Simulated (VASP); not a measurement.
Data:

```xyz
2
Lattice="2.7803 0.0000 0.0000 0.0000 2.7803 0.0000 0.0000 0.0000 3.4931" Properties=species:S:1:pos:R:3 pbc="T T T"
Cu     1.3901     1.3901     1.7466
Au     0.0000     0.0000     0.0000
```

These are PBE GGA, VASP's PBE PAW potentials (set 64) (plane waves; VASP 6.6.1) values and carry that method's errors. Settings: 300 eV cut-off, 16×16×12 Γ-centred mesh, Gaussian smearing of 0.14 eV, potentials Cu Au.

Task: Give the energies of bands 1 to 14 at the high-symmetry points, in eV from the Fermi level.

Result: 
```csv
band,Γ,X,M,Z,R,A
1,-10.52,-7.31,-7.78,-8.46,-7.58,-7.13
2,-7.16,-5.86,-6.30,-6.79,-7.20,-6.29
3,-7.04,-5.85,-6.30,-6.28,-5.00,-6.29
4,-4.46,-5.05,-6.27,-4.08,-4.61,-3.89
5,-4.46,-4.45,-1.90,-4.08,-4.17,-3.58
6,-3.38,-3.53,-1.89,-3.65,-2.92,-3.58
7,-3.03,-3.33,-1.88,-3.56,-2.04,-3.27
8,-2.28,-3.32,-1.81,-2.99,-1.95,-2.36
9,-1.82,-2.72,-1.42,-2.65,-1.67,-1.87
10,-1.57,-2.48,-1.42,-2.65,-1.59,-1.80
11,-1.57,-1.09,0.20,-2.51,-1.36,5.44
12,2.64,-0.27,0.20,-2.25,-1.34,5.68
13,9.54,10.22,5.22,14.30,2.96,5.68
14,9.75,10.39,7.21,14.87,4.97,6.45
```

It has no gap at this level: it comes out as a metal or semimetal.

The structure comes from a computed database's CuAu entry; how it stands against other phases isn't given here. The cell was not relaxed at this level.
